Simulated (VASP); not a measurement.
# Mg2TeS (space group R3m): computed properties

All values below come from LDA (Ceperley-Alder, Perdew-Zunger), VASP's LDA PAW potentials (set 64) (plane waves; VASP).

```
Quantity                                                                                            Value
---------------------------------------------  ----------------------------------------------------------
space group                                                                                     R3m (160)
cell                                           a = b = 4.210 Å, c = 20.794 Å, α = β = 90.00°, γ = 120.00°
volume per atom                                                                             26.60 Å³/atom
band gap (over mesh and band path)                                                                1.39 eV
smallest direct gap (over mesh and band path)                                                     1.39 eV
band-edge character                                                                        direct, Γ to Γ
density                                                                                        3.25 g/cm³
```

Space group R3m, hexagonal axes (No. 160); a = b = 4.210 Å, c = 20.794 Å, α = β = 90.00°, γ = 120.00°

```json
[
 {"atom": "Mg", "site": "3a", "symmetry": "3m", "x": "0.0000", "y": "0.0000", "z": "0.9904"},
 {"atom": "Mg", "site": "3a", "symmetry": "3m", "x": "0.0000", "y": "0.0000", "z": "0.5104"},
 {"atom": "Te", "site": "3a", "symmetry": "3m", "x": "0.0000", "y": "0.0000", "z": "0.1224"},
 {"atom": "S", "site": "3a", "symmetry": "3m", "x": "0.0000", "y": "0.0000", "z": "0.6267"}
]
```
(The calculation used a cell of 4 atoms; values per cell refer to that cell.)

Unless said otherwise, spin-orbit coupling is left out, though it shifts the bands of the heavy elements here.

The structure comes from a computed database's Mg2TeS entry (R3m); how it stands against other phases isn't given here. It was relaxed first, which changed the volume by -7 %. Symmetry was kept, so distortions that lower it aren't found.
